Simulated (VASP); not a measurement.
**MgCdS$_{2}$ (space group P4/mmm): computed properties**

These are PBEsol GGA, VASP's PBE PAW potentials (set 64) (plane waves; VASP) values and carry that method's errors.

```yaml
space_group: P4/mmm (123)
cell: a = 3.759 Å, b = 3.759 Å, c = 5.305 Å, α = 90.00°, β = 90.00°, γ = 90.00°
volume_per_atom: 18.74 Å^3/atom
band gap (over mesh and band path): 0.07 eV
smallest direct gap (over mesh and band path): 1.38 eV
hill_bulk_modulus: 82.5 GPa
hill_shear_modulus: 44.3 GPa
Poisson's ratio: 0.272
band_edge_character_without_spin_orbit_coupling: indirect, R to M
band_gap_with_spin_orbit_coupling: 0.07 eV
density: 4.45 g/cm³
optical Γ-point spectrum: 75 (×2), 112, 184 (×2), 192, 226 (×2), 277 cm⁻¹
C11: 141 GPa
C12: 55.8 GPa
C13: 49.7 GPa
C33: 150 GPa
C44: 40.9 GPa
C66: 48.3 GPa
```

```yaml
crystal:
  lattice:
    - [3.75916, 0.00000, 0.00000]
    - [0.00000, 3.75916, 0.00000]
    - [0.00000, 0.00000, 5.30508]
  atoms:
    - { symbol: Mg, position: [0.50000, 0.50000, 0.50000] }
    - { symbol: Cd, position: [0.00000, 0.00000, 0.00000] }
    - { symbol: S, position: [0.00000, 0.00000, 0.50000] }
    - { symbol: S, position: [0.50000, 0.50000, 0.00000] }
```

The structure comes from a computed database's MgCdS2 entry (P4/mmm); how it stands against other phases isn't given here. It was relaxed first. Symmetry was kept, so distortions that lower it aren't found.
